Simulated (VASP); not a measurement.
Input:

```xyz
2
Lattice="0.0000 2.9863 2.9863 2.9863 0.0000 2.9863 2.9863 2.9863 0.0000" Properties=species:S:1:pos:R:3 pbc="T T T"
Pb     0.0000     0.0000     0.0000
S      2.9863     2.9863     2.9863
```

Computed with r2SCAN meta-GGA, VASP's PBE PAW potentials (set 64) (plane waves; VASP). Run with 520 eV cut-off, 9×9×9 Γ-centred mesh, tetrahedra with Blöchl corrections, potentials Pb_d S.

Unless said otherwise, spin-orbit coupling is left out, though it shifts the bands of the heavy elements here.

Task: Predict the energy per atom (σ→0), band gap (over mesh and band path) with the smallest direct gap where there is one.

Result: 
* **band gap (over mesh and band path)**: 0.70 eV
* **smallest direct gap (over mesh and band path)**: 0.70 eV
* **energy per atom (σ→0)**: -32.806 eV/atom

The compound is PbS in the rock salt structure. It was relaxed first.
